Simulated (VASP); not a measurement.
These are MS2 meta-GGA, VASP's PBE PAW potentials (set 64) (plane waves; VASP) values and carry that method's errors.

VASP input:

### INCAR
```
SYSTEM = SrCl2
PREC = Accurate
ENCUT = 520
EDIFF = 1E-6
NELM = 100
ALGO = Normal
LREAL = .FALSE.
LASPH = .TRUE.
ISMEAR = 0
SIGMA = 0.05
METAGGA = MS2
LMIXTAU = .TRUE.
LMAXMIX = 4
LWAVE = .FALSE.
LCHARG = .FALSE.
IBRION = 2
ISIF = 3
NSW = 60
EDIFFG = -0.02
```

KPOINTS:
```
Regular mesh
0
gamma
5 5 5
0 0 0
```

POSCAR:
```
SrCl2
1
    0.0000000000     3.4604136042     3.4604136042
    3.4604136042     0.0000000000     3.4604136042
    3.4604136042     3.4604136042    -0.0000000000
Sr Cl
1 2
Direct
  1.0000000000   0.0000000000   1.0000000000
  0.2500000000   0.2500000000   0.2500000000
  0.7500000000   0.7500000000   0.7500000000
```

POTCAR, in this order: Sr_sv Cl (PBE.64 set). Program: vasp_std.

Energy and stress use the plane-wave basis of the starting cell.

Q: Predict the energy per atom (σ→0), volume per atom.

A: 
```
Item                           Result
---------------------  --------------
energy per atom (σ→0)  -7.852 eV/atom
volume per atom         28.57 Å³/atom
```

### OSZICAR
```
...
DAV:   3    -0.235515867561E+02    0.11967E-01   -0.85105E-02   336   0.233E+00    0.699E-01
DAV:   4    -0.235113289489E+02    0.40258E-01   -0.81621E-02   328   0.293E+00    0.348E-01
DAV:   5    -0.235537048822E+02   -0.42376E-01   -0.62545E-02   320   0.263E+00    0.210E-01
DAV:   6    -0.235556717925E+02   -0.19669E-02   -0.15914E-03   448   0.393E-01    0.119E-01
DAV:   7    -0.235560572960E+02   -0.38550E-03   -0.61329E-04   336   0.223E-01    0.257E-02
DAV:   8    -0.235561605042E+02   -0.10321E-03   -0.49893E-04   544   0.144E-01    0.272E-02
DAV:   9    -0.235561612748E+02   -0.77058E-06   -0.55059E-06   384   0.186E-02
   2 F= -.23556161E+02 E0= -.23556161E+02  d E =-.119059E-01
```

The compound is SrCl2 in the fluorite structure. This run relaxes it. Symmetry was kept, so distortions that lower it aren't found. The start is the result of an earlier pass.
